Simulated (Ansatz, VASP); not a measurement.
**Be3N2: VASP beside Ansatz**

Wanted: the spread between two codes on one cell, functional and k mesh. The cell is taken from a series of runs on this material, whose earlier steps may have relaxed, scaled, displaced or heated it; both programs get it as it stands.

Method: plane waves, with VASP 6.6.1 beside it; G0W0 gap at PBEsol, in Ansatz 0.2.0.

### 1. The starting structure

Symmetry: P6_3/mmc, No. 194, hexagonal system. The conventional cell has a = 2.842 Å, b = 2.842 Å, c = 9.747 Å, α = 90.00°, β = 90.00°, γ = 120.00°. Nearest to Be lie 4 N at 1.67 to 1.81 Å. Nearest to Be lie 3 N at 1.64 Å. Nearest to N lie 6 Be at 1.81 Å. N has 5 Be at 1.64 to 1.67 Å nearest. Farther neighbours and most contacts between anions are not listed.

As a file:

```cif
data_structure
_symmetry_space_group_name_H-M 'P 1'
_symmetry_Int_Tables_number 1
_cell_length_a 2.8417
_cell_length_b 2.8417
_cell_length_c 9.7468
_cell_angle_alpha 90.000
_cell_angle_beta 90.000
_cell_angle_gamma 120.000
_cell_volume 68.16
loop_
_atom_site_label
_atom_site_type_symbol
_atom_site_fract_x
_atom_site_fract_y
_atom_site_fract_z
_atom_site_occupancy
Be1 Be 0.33333 0.66667 0.07849 1
Be2 Be 0.66667 0.33333 0.57849 1
Be3 Be 0.66667 0.33333 0.92151 1
Be4 Be 0.33333 0.66667 0.42151 1
Be5 Be 0.00000 0.00000 0.25000 1
Be6 Be 0.00000 0.00000 0.75000 1
N7 N 0.00000 0.00000 0.00000 1
N8 N 0.00000 0.00000 0.50000 1
N9 N 0.33333 0.66667 0.25000 1
N10 N 0.66667 0.33333 0.75000 1
```

### 2. VASP: G0W0 gap, PBEsol

Quasiparticle shifts depend on high empty states and on the cores, so they are the hardest test of two PAW sets.

Lines of VASP's logs that name or quote its potential files are left out, and so is its time.

The run reads the wave functions of an earlier VASP run, which isn't shown here.

File INCAR:

```
SYSTEM = Be3N2
PREC = Accurate
ENCUT = 570
ISMEAR = 0
SIGMA = 0.01
LREAL = .FALSE.
GGA = PS
NBANDS = 104
ALGO = EVGW0
NELMGW = 1
ENCUTGW = 141.5
NOMEGA = 64
PRECFOCK = Fast
NBANDSGW = 30
LWAVE = .FALSE.
LCHARG = .FALSE.
```

File POSCAR:

```
Be3N2
1.0
    2.8416792263      0.0000000000      0.0000000000
   -1.4208396132      2.4609663994      0.0000000000
    0.0000000000      0.0000000000      9.7468410100
Be N
6 4
Direct
    0.3333333333      0.6666666667      0.0784859700
    0.6666666667      0.3333333333      0.5784859700
    0.6666666667      0.3333333333      0.9215140300
    0.3333333333      0.6666666667      0.4215140300
    0.0000000000      0.0000000000      0.2500000000
    0.0000000000      0.0000000000      0.7500000000
    0.0000000000      0.0000000000      0.0000000000
    0.0000000000      0.0000000000      0.5000000000
    0.3333333333      0.6666666667      0.2500000000
    0.6666666667      0.3333333333      0.7500000000
```

File KPOINTS:

```
Automatic mesh
0
Gamma
3 3 1
0 0 0
```

Potentials, in the order of the species: Be_sv_GW and N_GW (PBE family, release 64).

The run is started by

```
> export OMP_NUM_THREADS=4
> mpirun -np 1 vasp_std
```

Numbers of over 12 decimals in the logs are rounded to 6 here.

Output:

```text
[banner, memory and clock lines left out]
running    1 mpi-ranks, on    1 nodes
 distrk:  each k-point on    1 cores,    1 groups
 distr:  one band on    1 cores,    1 groups
 Offloading initialized ...    1 GPUs detected
 POSCAR found type information on POSCAR BeN
 POSCAR found :  2 types and      10 ions
|                                                                             |
|               ----> ADVICE to this user running VASP <----                  |
|                                                                             |
|     You enforced a specific xc type in the INCAR file but a different       |
|     [... a line on the potential file left out ...]
|     I HOPE YOU KNOW WHAT YOU ARE DOING!                                     |
|                                                                             |

|                                                                             |
|           W    W    AA    RRRRR   N    N  II  N    N   GGGG   !!!           |
|           W    W   A  A   R    R  NN   N  II  NN   N  G    G  !!!           |
|           W    W  A    A  R    R  N N  N  II  N N  N  G       !!!           |
|           W WW W  AAAAAA  RRRRR   N  N N  II  N  N N  G  GGG   !            |
|           WW  WW  A    A  R   R   N   NN  II  N   NN  G    G                |
|           W    W  A    A  R    R  N    N  II  N    N   GGGG   !!!           |
|                                                                             |
|     The default for ENCUTGWSOFT is different in this version of VASP.       |
|     please manually set ENCUTGWSOFT =141.5 in the INCAR file.               |
|                                                                             |

 LDA part: xc-table for (Slater+PW92), standard interpolation
 found WAVECAR, reading the header
 POSCAR, INCAR and KPOINTS ok, starting setup
 FFT: planning ... GRIDC
 FFT: planning ... GRID_SOFT
 FFT: planning ... GRID
 reading WAVECAR
 the WAVECAR file was read successfully
 initial charge from wavefunction
 available memory per node:   1689.24 GB, setting MAXMEM to   1729777

 The Fermi energy was updated, please check that it is located mid-gap
 values below the HOMO (VB) or above the LUMO (CB) will cause erroneous energies
 E-fermi :   7.7005

 calculate exact exchange contribution
 the WAVEDER file was read successfully
energies w=
    0.000    0.000    1.974    0.000    3.944    0.000    5.906    0.000
    7.856    0.000    9.792    0.000   11.711    0.000   13.610    0.000
   15.488    0.000   17.343    0.000   19.174    0.000   20.981    0.000
   22.766    0.000   24.527    0.000   26.266    0.000   27.985    0.000
   29.686    0.000   31.369    0.000   33.038    0.000   34.695    0.000
   36.343    0.000   37.983    0.000   39.620    0.000   41.256    0.000
   42.894    0.000   44.538    0.000   46.192    0.000   47.859    0.000
   49.543    0.000   51.248    0.000   52.980    0.000   54.742    0.000
   56.541    0.000   58.382    0.000   60.271    0.000   62.215    0.000
   64.222    0.000   66.300    0.000   68.458    0.000   70.707    0.000
   73.059    0.000   75.527    0.000   78.127    0.000   80.875    0.000
   83.792    0.000   86.902    0.000   90.232    0.000   93.814    0.000
   97.686    0.000  101.894    0.000  106.491    0.000  111.545    0.000
  117.136    0.000  123.365    0.000  130.358    0.000  138.273    0.000
  147.316    0.000  157.755    0.000  169.950    0.000  184.387    0.000
  201.753    0.000  223.033    0.000  249.710    0.000  284.110    0.000
 responsefunction array rank=     267
 LDA part: xc-table for (Slater+PW92), standard interpolation

 min. memory requirement per mpi rank    264.4 MB, per node    264.4 MB

 allocating  64 responsefunctions rank=   267
 shmem allocating  64 responsefunctions rank=   267
 response function shared by NCSHMEM nodes    1
 Doing            64  frequencies on each core in blocks of            64
NQ=   1    0.0000    0.0000    0.0000,
|.........|.........|.........|.........|.........|.........|.........|.........
 performed         51000 updates of chi_q(r,r)
 total number of BLAS operations         28.76 Gflops
NQ=   2    0.3333    0.0000    0.0000,
|.........|.........|.........|.........|.........|.........|.........|.........
 performed        139000 updates of chi_q(r,r)
 total number of BLAS operations         74.15 Gflops
NQ=   3    0.3333    0.3333    0.0000,
|.........|.........|.........|.........|.........|.........|.........|.........
 performed        202000 updates of chi_q(r,r)
 total number of BLAS operations        110.46 Gflops
 resolving degeneracies of screened two electron integrals

 calculate QP shifts <psi_nk| G(iteration)W_0 |psi_nk>: iteration 1
 entering main loop
```

Parts of OUTCAR (step 2):

```text
ion  position               nearest neighbor table
   1  0.333  0.667  0.078-   9 1.67   7 1.81   7 1.81   7 1.81
   2  0.667  0.333  0.578-  10 1.67   8 1.81   8 1.81   8 1.81
   3  0.667  0.333  0.922-  10 1.67   7 1.81   7 1.81   7 1.81
   4  0.333  0.667  0.422-   9 1.67   8 1.81   8 1.81   8 1.81
   5  0.000  0.000  0.250-   9 1.64   9 1.64   9 1.64
   6  0.000  0.000  0.750-  10 1.64  10 1.64  10 1.64
   7  0.000  0.000  0.000-   1 1.81   3 1.81   3 1.81   1 1.81   3 1.81   1 1.81
   8  0.000  0.000  0.500-   2 1.81   4 1.81   2 1.81   4 1.81   2 1.81   4 1.81
   9  0.333  0.667  0.250-   5 1.64   5 1.64   5 1.64   1 1.67   4 1.67
  10  0.667  0.333  0.750-   6 1.64   6 1.64   6 1.64   2 1.67   3 1.67

  LATTYP: Found a hexagonal cell.
 ALAT       =     2.8416792263
 C/A-ratio  =     3.4299582162

 Subroutine GETGRP returns: Found 24 space group operations
 (whereof 12 operations were pure point group operations)

The static configuration has the point symmetry D_3d.
 The point group associated with its full space group is D_6h.

 Found      3 irreducible k-points:

   k-points           NKPTS =      3   k-points in BZ     NKDIM =      9   number of bands    NBANDS=    104

   dimension x,y,z NGX =    24 NGY =   24 NGZ =   80
   dimension x,y,z NGXF=    48 NGYF=   48 NGZF=  160

   ENCUT  =  570.0 eV  41.89 Ry    6.47 a.u.   5.53  5.53 18.97*2*pi/ulx,y,z

   NELECT =      44.0000    total number of electrons

  energy-cutoff  :      570.00
  volume of cell :       68.16
      direct lattice vectors                 reciprocal lattice vectors
     2.841679226  0.000000000  0.000000000     0.351904603  0.203172217 -0.000000000
    -1.420839613  2.460966399  0.000000000     0.000000000  0.406344435  0.000000000
     0.000000000  0.000000000  9.746841010     0.000000000 -0.000000000  0.102597344

 k-points in reciprocal lattice and weights: Automatic mesh
   0.00000000  0.00000000  0.00000000       0.111
   0.33333333  0.00000000  0.00000000       0.667
   0.33333333  0.33333333  0.00000000       0.222

 E-fermi :   7.7005

 QP shifts <psi_nk| G(iteration)W_0 |psi_nk>: iteration 1
 for sc-GW calculations column KS-energies equals QP-energies in previous step
 and V_xc(KS)=  KS-energies - (<T + V_ion + V_H > + <T+V_H+V_ion>^1  + <V_x>^1)
 k-point   1 :       0.0000    0.0000    0.0000
  band No.  KS-energies  QP-energies   sigma(KS)   V_xc(KS)     V^pw_x(r,r')   Z            occupation Imag(sigma)
    ...
     19       4.9364       4.3766     -17.6411     -16.9362     -21.4762       0.7942       2.0000       0.3308
     20       5.0552       4.6856     -17.5046     -17.0393     -20.9148       0.7943       2.0000       0.2955
     21       5.4523       5.0223     -17.9748     -17.4349     -21.6674       0.7964       2.0000       0.3088
     22       5.4523       5.0223     -17.9748     -17.4349     -21.6674       0.7964       2.0000       0.3088
     23      11.5152      12.7769     -12.1109     -13.6778      -7.8103       0.8052       0.0000      -0.3109
     24      12.4916      13.9423     -12.1752     -13.9905      -7.5521       0.7991       0.0000      -0.3468
     25      13.0833      14.5202     -11.2103     -12.9805      -6.7169       0.8117       0.0000      -0.3222
     26      13.7266      15.2150      -9.8777     -11.6910      -5.3629       0.8208       0.0000      -0.3127
    ...

 k-point   2 :       0.3333    0.0000    0.0000
  band No.  KS-energies  QP-energies   sigma(KS)   V_xc(KS)     V^pw_x(r,r')   Z            occupation Imag(sigma)
    ...
     19       3.5508       2.8415     -17.0312     -16.1356     -21.0243       0.7920       2.0000       0.3688
     20       3.8710       3.2917     -16.8159     -16.0844     -20.4506       0.7919       2.0000       0.3339
     21       4.1080       3.6266     -16.9190     -16.3142     -20.3760       0.7960       2.0000       0.3122
     22       4.3656       3.8187     -17.4858     -16.7964     -21.2817       0.7932       2.0000       0.3312
     23       9.9486      11.0972     -10.4542     -11.8565      -6.4837       0.8191       0.0000      -0.2668
     24      11.2836      12.4948     -10.5217     -12.0015      -6.3880       0.8184       0.0000      -0.2870
     25      12.7106      14.0965     -11.0655     -12.7715      -6.7912       0.8124       0.0000      -0.3113
     26      13.6119      14.9576     -11.4596     -13.1291      -6.9879       0.8061       0.0000      -0.3395
    ...

 k-point   3 :       0.3333    0.3333    0.0000
  band No.  KS-energies  QP-energies   sigma(KS)   V_xc(KS)     V^pw_x(r,r')   Z            occupation Imag(sigma)
    ...
     19       2.0545       1.0977     -16.9146     -15.6980     -21.0475       0.7864       2.0000       0.4169
     20       2.3164       1.5559     -16.7665     -15.8088     -20.5517       0.7941       2.0000       0.3636
     21       2.3164       1.5559     -16.7665     -15.8088     -20.5517       0.7941       2.0000       0.3636
     22       4.8776       4.4139     -17.5489     -16.9640     -21.1311       0.7927       2.0000       0.3109
     23      10.6013      11.8108     -10.0557     -11.5293      -5.8631       0.8208       0.0000      -0.2812
     24      11.5638      12.7179     -10.0849     -11.4916      -6.0288       0.8203       0.0000      -0.2822
     25      11.5638      12.7179     -10.0849     -11.4916      -6.0288       0.8203       0.0000      -0.2822
     26      13.4818      14.8434     -10.9502     -12.6295      -6.5905       0.8108       0.0000      -0.3289
    ...
```

### 3. Ansatz: G0W0 gap, PBEsol

Ansatz runs on its default PAW (the set named soft_2) files.

The same cell, functional and mesh now go to Ansatz, which takes its cutoff from its data sets.

File input.yaml:

```yaml
crystal:
  lattice:
    - [2.8416792263, 0.0, 0.0]
    - [-1.4208396132, 2.4609663994, 0.0]
    - [0.0, 0.0, 9.74684101]
  atoms:
    - { symbol: Be, position: [0.3333333333, 0.6666666667, 0.07848597] }
    - { symbol: Be, position: [0.6666666667, 0.3333333333, 0.57848597] }
    - { symbol: Be, position: [0.6666666667, 0.3333333333, 0.92151403] }
    - { symbol: Be, position: [0.3333333333, 0.6666666667, 0.42151403] }
    - { symbol: Be, position: [0.0, 0.0, 0.25] }
    - { symbol: Be, position: [0.0, 0.0, 0.75] }
    - { symbol: "N", position: [0.0, 0.0, 0.0] }
    - { symbol: "N", position: [0.0, 0.0, 0.5] }
    - { symbol: "N", position: [0.3333333333, 0.6666666667, 0.25] }
    - { symbol: "N", position: [0.6666666667, 0.3333333333, 0.75] }
kpoints:
  mp_grid: { grid: [3, 3, 1] }
hamiltonian:
  xc: pbesol
scf:
  occupations: { method: fixed }
gw:
  n_empty_bands: 82
  ecut_chi: 141.5
  qp_bands: [v2, c2]
  qp_kpoints: [[0.0, 0.0, 0.0], [0.3333333333333, 0.0, 0.0]]
  screening: { model: contour_deformation }
```

The run is started by

```
> ansatz run input.yaml --threads 4 --pin off --max-ram 5529MiB --backend cpu --events-out ev --progress --plain --runs-dir out
```

Output:

```text
Engine: ansatz 0.2.0, x86_64-unknown-linux-gnu
Pseudopotentials: kind: paw
Pseudopotential: Be, paw, valence charge 2, recommended cutoff 420 eV (normal), Be.paw.azcp
Pseudopotential: N, paw, valence charge 5, recommended cutoff 420 eV (normal), N.paw.azcp
Functional definition: PBEsol
  exchange = pbesol_x
  correlation = pbesol_c
Crystal: 10 atoms, lattice volume = 68.162 Å³
Basis set: ecut = 420 eV, 1329 PW (Γ)
Bands: 26, of which v1, the nominal top of the filled ones, is band 16 counted from 1 (15 counted from 0)
Symmetry: 24 space group operations
Space group: P63/mmc (ITA 194), of the structure as read, at distance tolerance 4.1e-5 Å
k-points: 3 of 9
Non-local potential: Be, projectors of the file, l = 0: 2, l = 1: 2, l = 2: 1
Non-local potential: N, projectors of the file, l = 0: 2, l = 1: 2, l = 2: 1
PAW form: soft (Blöchl's): semilocal exchange-correlation on the pseudo side does not see the compensation charge
PAW frozen core: Be, regenerated for the run's functional, and the local potential with it (the file was generated under x = pbe(κ = 0.804, μ = 0.219515), c = pbe(β = 0.066725))
PAW frozen core: N, regenerated for the run's functional, and the local potential with it (the file was generated under x = pbe(κ = 0.804, μ = 0.219515), c = pbe(β = 0.066725))
PAW one-centre angular grid: Be, 110 points (default); XC on 64 Gauss nodes
PAW one-centre angular grid: N, 110 points (default); XC on 64 Gauss nodes
Initial density: superposition of atomic densities (neutral atoms: chi_scale 0, normalization atom), corrected by the library's trained network
Initial wavefunctions: pseudopotential atomic-orbital guess
Functional: x = pbesol(κ = 0.804, μ = 0.123457), c = pbesol(β = 0.046)
SCF iter   1: F=—  HF=-2066.713577 eV  |F-HF|=—  |Δ(HF+E_count)|=         —  Δρ=5.67e-3  dr2=1.90e-2  ethr=1.77e-3  ⟨swp⟩=4.3  Hψ=344  notcnv=0  defer=17
preconditioner: auto → none  [insulator: Δε(μ)=4.444 eV  Ē_g=14.858 eV  n_scr=6 (ndim 8)  ℏωp=25.4 eV  f_vac=0.000  ε∞_Penn≈3.9]
SCF iter   2: F=—  HF=-2066.707999 eV  |F-HF|=—  |Δ(HF+E_count)|=   5.58e-3  Δρ=2.69e-3  dr2=3.39e-3  ethr=5.93e-5  ⟨swp⟩=2.3  Hψ=147  notcnv=0  defer=23
SCF iter   3: F=—  HF=-2066.707035 eV  |F-HF|=—  |Δ(HF+E_count)|=   9.64e-4  Δρ=9.94e-4  dr2=3.49e-4  ethr=1.06e-5  ⟨swp⟩=2.3  Hψ=124  notcnv=0  defer=22
SCF iter   4: F=—  HF=-2066.706932 eV  |F-HF|=—  |Δ(HF+E_count)|=   1.03e-4  Δρ=5.05e-4  dr2=1.06e-4  ethr=1.09e-6  ⟨swp⟩=2.0  Hψ=107  notcnv=0  defer=13
SCF iter   5: F=—  HF=-2066.706904 eV  |F-HF|=—  |Δ(HF+E_count)|=   2.81e-5  Δρ=6.87e-5  dr2=1.55e-6  ethr=3.30e-7  ⟨swp⟩=2.0  Hψ=108  notcnv=0  defer=6
SCF iter   6: F=—  HF=-2066.706904 eV  |F-HF|=—  |Δ(HF+E_count)|=   9.69e-8  Δρ=1.49e-5  dr2=1.17e-7  ethr=4.86e-9  ⟨swp⟩=2.3  Hψ=114  notcnv=0  defer=6
SCF iter   7: F=-2066.706904 eV  HF=-2066.706904 eV  |F-HF|=1.17e-9  |Δ(HF+E_count)|=   1.54e-8  Δρ=2.51e-6  dr2=3.01e-9  ethr=3.13e-10  ⟨swp⟩=8.7  Hψ=335  notcnv=0
SCF 1 converged in 7 iterations: F = -2066.706904 eV  dr2 = 3.01e-9
  greatest PAW one-centre occupation: 0.784 electrons in one spin orbital (limit 2), on the N atom at site 9 (counted from 0), in its partial waves of l = 0
NSCF: frozen V_eff on 3 k-points
G₀W₀ screening: q 1/3
[... further progress lines ...]
NSCF: frozen V_eff on 1 k-points
NSCF: frozen V_eff on 1 k-points
[...]
SCF converged after 7 iterations
Free energy (F): -2066.706904 eV
Harris-Foulkes:  -2066.706904 eV  (|F-HF|=1.17e-9)
Internal energy: -2066.706904 eV  (E = F + TS)
E sigma→0 (E₀):  -2066.706904 eV
Fermi energy:    7.934658 eV
--- Per-component energies (eV) ---
  E_band       = 56.501229
  E_kinetic    = 665.066107
  E_local      = -814.840147  (includes V_loc(G=0)·N_el)
  E_nonlocal   = 209.277262
  E_hartree    = 259.862212
  E_xc         = -361.031112
  E_vxc        = -435.801572  (∫ρ·V_xc dr)
  E_paw        = -835.183926  (= ΣΔE_a)
  E_vpaw       = -86.925095  (= ΣTr[D̂ρ^β])
  E_aug_tail   = 0.000388  (compensation charges beyond the density's cutoff)
  E_ewald      = -1190.027271
  E_core_change = 0.169583  (= ΣΔE_core)
  E_smearing   = -0.000000  (= −TS)
  E_closure    = -0.000000  (closes the sum)
  Σ components = -2066.706904   (vs F -2066.706904, Δ=0.00e0)
--- Band table (eV) ---
  k-point 0: bands = [... 12 lower, 7.4217, 7.5428, 7.9347, 7.9347, 13.9744, 14.9575, 15.5636, 16.2346, ... 6 higher]
  k-point 1: bands = [... 12 lower, 6.0401, 6.3521, 6.5981, 6.8527, 12.4458, 13.7700, 15.1993, 16.0820, ... 6 higher]
  k-point 2: bands = [... 12 lower, 4.5389, 4.8034, 4.8034, 7.3570, 13.1144, 14.0530, 14.0530, 15.9642, ... 6 higher]
--- G₀W₀: contour deformation, 5 samples at zero and on the imaginary axis and 1 off it, 9 q-points, 82 empty bands' worth ---
  eigenvalues of the whole cell's RPA ε∞ on this k-mesh (on a slab, of 1 + 4πα/V) = 5.1623, 5.1623, 5.9281; static W/v taken at q = 0 is 0.186530
    ik  band        ε_KS         Σx   Σc(E_QP)       V_xc       Z   E_QP_lin       E_QP  E_QP is
     0    15      7.9347   -22.5110     3.8426   -18.2494  0.7949     7.5144     7.5157  root
     0    16      7.9347   -22.5110     3.8426   -18.2494  0.7949     7.5144     7.5157  root
     0    17     13.9744    -9.3208    -4.6746   -15.1780  0.8103    15.1680    15.1570  root
     0    18     14.9575    -8.8775    -5.0554   -15.2981  0.8045    16.3394    16.3226  root
     1    15      6.5981   -21.0485     3.6145   -16.9803  0.7927     6.1428     6.1444  root
     1    16      6.8527   -22.0131     3.9793   -17.5008  0.7922     6.3174     6.3197  root
     1    17     12.4458    -6.9599    -4.2840   -12.3223  0.8268    13.5319    13.5241  root
     1    18     13.7700    -6.8351    -4.4664   -12.4354  0.8242    14.9133    14.9040  root
```

### 4. Differences

Known differences besides the potentials themselves: fixed occupations in Ansatz, narrow Gaussian smearing in VASP; the data sets hold 32 valence electrons in Ansatz (on its default PAW (the set named soft_2) files) and 44 in VASP; the cutoff is 420 eV in Ansatz and 570 eV in VASP; Ansatz makes its cores anew for this functional, VASP keeps those of its PBE data sets; VASP leaves aspherical gradient terms in its spheres out (LASPH is not set), Ansatz keeps them; Ansatz integrates over frequency by contour deformation, VASP on a grid of NOMEGA points; Ansatz's G0W0 levels solve the quasiparticle equation, VASP's are linearised. Total energies have different zeros and are not compared.

Compared:

```tsv
quantity	Ansatz	VASP	difference
G0W0 gap on the mesh (eV)	6.01	6.07	-0.07
Kohn-Sham gap under it (eV)	4.51	4.50	+0.01
```

### 5. Outcome

```
difference in G0W0 gap on the mesh (G0W0 gap, PBEsol) : -0.066 eV
```

In words: The difference in G0W0 gap on the mesh is -0.066 eV (G0W0 gap, PBEsol). The data sets hold unlike numbers of valence electrons (32 in Ansatz and 44 in VASP), so part of the differences comes from the potentials. How closely two codes agree says nothing of how well the functional describes the real material.

[Lines on the potential files, build, host, timing and source positions are cut from VASP's logs without a mark.]

[Logs are printed without paths, hosts, clocks, repeated set-up lines and the standing remarks that a program may print on its own settings, such as how far it seeks lower states.]

[Hosts, paths, dates, database ids (printed as entryN), source tags and the programs' standing remarks are cut or masked in the printed files.]
